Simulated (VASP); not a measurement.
Data:

```
Na3Tl
1.0
    0.00000     3.85952     3.85952
    3.85952     0.00000     3.85952
    3.85952     3.85952     0.00000
Na Tl
3 1
Direct
  0.25000   0.25000   0.25000
  0.75000   0.75000   0.75000
  0.50000   0.50000   0.50000
  0.00000   0.00000   0.00000
```

These are PBEsol GGA, VASP's PBE PAW potentials (set 64) (plane waves; VASP) values and carry that method's errors. Settings: 400 eV cut-off, Gaussian smearing of 0.050 eV, potentials Na_pv Tl_d.

**Question.** Give the energies of bands 15 to 20 at the high-symmetry points, in eV from the Fermi level.

**Answer.** 
| band | Γ | X | U | L | W |
|---|---|---|---|---|---|
| 15 | -6.89 | -6.08 | -6.09 | -6.27 | -6.07 |
| 16 | 0.59 | -1.94 | -1.62 | -2.40 | -1.32 |
| 17 | 1.25 | -0.21 | -1.41 | 0.82 | -1.32 |
| 18 | 1.25 | -0.21 | 0.06 | 0.82 | -0.97 |
| 19 | 1.25 | 0.49 | 1.31 | 1.65 | 2.84 |
| 20 | 3.64 | 2.07 | 3.62 | 3.02 | 3.17 |

It has no gap at this level: it comes out as a metal or semimetal.

The structure comes from a computed database's Na3Tl entry (Fm-3m); how it stands against other phases isn't given here. It was relaxed first.
